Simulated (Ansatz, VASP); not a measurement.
# FeCu in VASP and in Ansatz

```xyz
2
Lattice="1.4383 -1.9879 0.0000 1.4383 1.9879 0.0000 0.0000 0.0000 4.1381" Properties=species:S:1:pos:R:3 pbc="T T T"
Fe    0.0000    0.0000    0.0000
Cu    1.4383    0.0000    2.0691
```

The cell comes from a database or a generator and needn't be the stable form of this composition.

Alike in both runs: task single point; functional PBEsol; k mesh 8 × 8 × 4; occupations gaussian, width 0.1 eV; collinear spin.

|  | VASP | Ansatz |
| --- | --- | --- |
| version | VASP 6.6.1 | Ansatz 0.2.0 |
| potentials or method | VASP PAW PBE potentials, release 64 (Fe, Cu) | scalar-relativistic, plane waves, PAW |
| plane-wave cutoff (eV) | 520 | 420 |
| valence electrons in the cell | 19 | 35 |

```tsv
	VASP	Ansatz	Ansatz less VASP
gap on the k mesh at the Fermi level (eV)	none	none	-
pressure (GPa)	-6.6	-7.0	-0.36
largest component of the traceless stress (GPa)	1.08	0.70	-0.383
net moment per atom (μB)	1.31	1.32	+0.004
size of the moment on the site where the two differ most (μB)	0.07	0.09	+0.025
```

Site moments also hang on the region over which each program counts them. A gap of «none» marks a metal or a gap that the smearing closes. The functional is the same, so the differences come from potentials, cutoffs and numerics. The two sets of potentials don't hold the same shells in valence.

Caveats: the k mesh is coarse (spacing up to 0.38 Å⁻¹), so the values aren't converged; the PAW data sets were made with another functional, which shifts forces and pressure a little (VASP).
